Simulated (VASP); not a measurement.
Computed with PBE GGA, VASP's PBE PAW potentials (set 64) (plane waves; VASP).

VASP ran on this input.

**INCAR**
```
ALGO = Fast
EDIFF = 1E-5
EDIFFG = -0.03
ENCUT = 400
GGA = PE
IBRION = 2
ISIF = 2
ISMEAR = 1
LASPH = T
LCHARG = F
LMAXMIX = 4
LREAL = F
LWAVE = F
NELM = 100
NELMIN = 4
NSW = 20
PREC = Normal
SIGMA = 0.1
SYSTEM = FeAl
```

KPOINTS:
```
Automatic mesh
0
Gamma
14 14 14
0 0 0
```

File POSCAR:
```
FeAl
1
    2.8686494504     0.0000000000     0.0000000000
    0.0000000000     2.8686494504     0.0000000000
    0.0000000000     0.0000000000     2.8686494504
Al Fe
1 1
Direct
  0.5000000000   0.5000000000   0.5000000000
  0.0000000000   0.0000000000   0.0000000000
```

POTCAR, in this order: Al Fe (PBE.64 set). Program: vasp_std.

What will the output report for the number of irreducible k-points (NKPTS), largest plane-wave count, number of space-group operations, FFT grid (NGX, NGY, NGZ)?

The number of irreducible k-points (NKPTS) is 120, the largest plane-wave count is 449 and the number of space-group operations is 48. The FFT grid (NGX, NGY, NGZ) comes out as 14 × 14 × 14.

The compound is FeAl in the CsCl type structure. It was relaxed first. The run is not spin-polarised, so no magnetic state was tried. The electron count is odd and the run is not spin-polarised, which forces a metal.
